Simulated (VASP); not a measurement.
# NbTe (P-6m2) in VASP: a series of runs, part 2 of 2

VASP 6.6.1.

## 4. Single point, PBE

File INCAR:

```
  PREC = Accurate
  ENCUT = 520
  EDIFF = 1E-7
  ISMEAR = 0
  SIGMA = 0.05
  LREAL = False
  LASPH = True
  NELM = 100
  ALGO = Normal
  ISIF = 2
  LWAVE = False
  LCHARG = False
  GGA = PE
  NBANDS = 16
  ADDGRID = False
```

File KPOINTS:

```
regular mesh
0
Gamma
  10 10 9
```

File POSCAR:

```
NbTe
1.0
    3.7029743866      0.0000000000      0.0000000000
   -1.8514871933      3.2068698884      0.0000000000
    0.0000000000      0.0000000000      3.6942110000
Te Nb
1 1
Direct
    0.6666666667      0.3333333333      0.0000000000
    0.0000000000      0.0000000000      0.5000000000
```

Run with:

```sh
cat potpaw_PBE.64/Te/POTCAR potpaw_PBE.64/Nb_pv/POTCAR > POTCAR
mpirun -np 1 vasp_std > vasp.out
```

Run time: 29 s. Hardware: 1 thread of Intel Xeon Platinum 8488C (Sapphire Rapids), shared host; peak memory 0.18 GiB.

These settings aren't checked as converged: the numbers below hold their error.

Results:

* Free energy: -13.5114 eV
* Pressure: 0.0 GPa
* Band gap on the k mesh: none (metal or under the smearing width)

## 5. Single point, PBE

Edit INCAR of step 4 so:

```diff
@@ -1,3 +1,3 @@
   PREC = Accurate
-  ENCUT = 520
+  ENCUT = 650
   EDIFF = 1E-7
```

KPOINTS is that of step 4.

POSCAR is that of step 4.

Run with:

```sh
cat potpaw_PBE.64/Te/POTCAR potpaw_PBE.64/Nb_pv/POTCAR > POTCAR
mpirun -np 1 vasp_std > vasp.out
```

Run time: 37 s. Hardware: 1 thread of Intel Xeon Platinum 8488C (Sapphire Rapids), shared host; peak memory 0.22 GiB.

The run converged, but some of its settings lie outside the range that counts as converged, so its numbers aren't taken as properties of the crystal.

Results:

```yaml
Free_energy: -13.5118 eV
Pressure: 0.0 GPa
Band_gap_on_the_k_mesh: none (metal or under the smearing width)
```

## 6. Single point, PBE

Edit INCAR of step 5 so:

```diff
@@ -1,3 +1,3 @@
   PREC = Accurate
-  ENCUT = 650
+  ENCUT = 520
   EDIFF = 1E-7
```

File KPOINTS:

```
regular mesh
0
Gamma
  12 12 11
```

POSCAR is that of step 5.

Potentials or basis: VASP PAW PBE potentials, release 64 (Te, Nb_pv).

Run with:

```sh
cat potpaw_PBE.64/Te/POTCAR potpaw_PBE.64/Nb_pv/POTCAR > POTCAR
mpirun -np 1 vasp_std > vasp.out
```

OUTCAR:

```text
PREC = Accurate
   ENCUT = 520
   EDIFF = 1E-7
   ISMEAR = 0
   LREAL = False
   LASPH = True
   NELM = 100
   ISIF = 2
   GGA = PE

 Found    114 irreducible k-points:

 Following reciprocal coordinates:
            Coordinates               Weight
  0.000000  0.000000  0.000000      1.000000
  0.083333  0.000000  0.000000      6.000000
  0.166667 -0.000000  0.000000      6.000000
  0.250000 -0.000000  0.000000      6.000000
  0.333333  0.000000  0.000000      6.000000
  0.416667 -0.000000  0.000000      6.000000
   k-points           NKPTS =    114   k-points in BZ     NKDIM =    114   number of bands    NBANDS=     16
   number of dos      NEDOS =    301   number of ions     NIONS =      2
   total plane-waves  NPLWV =  21952
   dimension x,y,z NGX =    28 NGY =   28 NGZ =   28
   dimension x,y,z NGXF=    56 NGYF=   56 NGZF=   56
   ions per type =               1   1
   NGX,Y,Z   is equivalent  to a cutoff of  12.57, 12.57, 12.60 a.u.
   NGXF,Y,Z  is equivalent  to a cutoff of  25.14, 25.14, 25.20 a.u.
 SYSTEM =  unknown system
   PREC   = accura    normal or accurate (medium, high low for compatibility)
   ISTART =      0    job   : 0-new  1-cont  2-samecut
   ICHARG =      2    charge: 1-file 2-atom 10-const
   ISPIN  =      1    spin polarized calculation?
   LNONCOLLINEAR =      F non collinear calculations
   LSORBIT =      F    spin-orbit coupling
[... 49 lines left out ...]
  free energy    TOTEN  =       -13.51614936 eV

  energy without entropy =      -13.51480399  energy(sigma->0) =      -13.51547668

 E-fermi :   8.3958     XC(G=0): -11.2458

 val. band max:        8.3843724776   @ k =   0.1667   0.0833   0.0000
 cond. band min:       8.3971250884   @ k =   0.2500  -0.0000   0.0000
 fundamental gap:      0.0127526108
 Fermi energy:         8.3958036320

 k-point     1 :       0.0000    0.0000    0.0000
  band No.  band energies     occupation
      1     -23.3629      2.00000
      2     -23.1724      2.00000
      3     -23.1724      2.00000
      4      -5.8087      2.00000
      5       5.2944      2.00000
      6       5.2944      2.00000
[... 91 lines left out ...]
      3     -23.2018      2.00000
      4      -4.2930      2.00000
      5       1.5176      2.00000
      6       4.6817      2.00000
[... 8 lines left out ...]
     15      17.1628      0.00000
     16      18.7315      0.00000

 [... further k-points ...]
[... 5 lines left out ...]
  --------------------------------------------------------------------------------------
  -------------------------------------------------------------------------------------
  Total       -0.0692077     -0.0692077      0.1137531     -0.0000000     -0.0000000      0.0000000
  in kB       -2.5276170     -2.5276170      4.1545110     -0.0000000     -0.0000000      0.0000000
  external PRESSURE =      -0.3002410 kB  Pullay stress =       0.0000000 kB

 VOLUME and BASIS-vectors are now :
 -----------------------------------------------------------------------------
  energy-cutoff  :      520.00
  volume of cell :       43.87
      direct lattice vectors                 reciprocal lattice vectors
     3.702974387  0.000000000  0.000000000     0.270053178  0.155915275  0.000000000
    -1.851487193  3.206869888  0.000000000     0.000000000  0.311830550  0.000000000
     0.000000000  0.000000000  3.694211000     0.000000000  0.000000000  0.270693796

 POSITION                                       TOTAL-FORCE (eV/Angst)
 -----------------------------------------------------------------------------------
      1.85149      1.06896      0.00000         0.000000     -0.000000      0.000000
      0.00000      0.00000      1.84711        -0.000000      0.000000      0.000000
 -----------------------------------------------------------------------------------
    total drift:                               -0.000000      0.000000     -0.000000

  FREE ENERGIE OF THE ION-ELECTRON SYSTEM (eV)
  ---------------------------------------------------
  free  energy   TOTEN  =       -13.5161493637 eV

  energy  without entropy=      -13.5148039890  energy(sigma->0) =      -13.51547668
```

It took 53 s on 1 thread of Intel Xeon Platinum 8488C (Sapphire Rapids), shared host; peak memory 0.21 GiB.

The run converged, but some of its settings lie outside the range that counts as converged, so its numbers aren't taken as properties of the crystal.

Results:

| Quantity | Value |
| --- | --- |
| Free energy | -13.5161 eV |
| Pressure | 0.0 GPa |
| Band gap on the k mesh | none (metal or under the smearing width) |
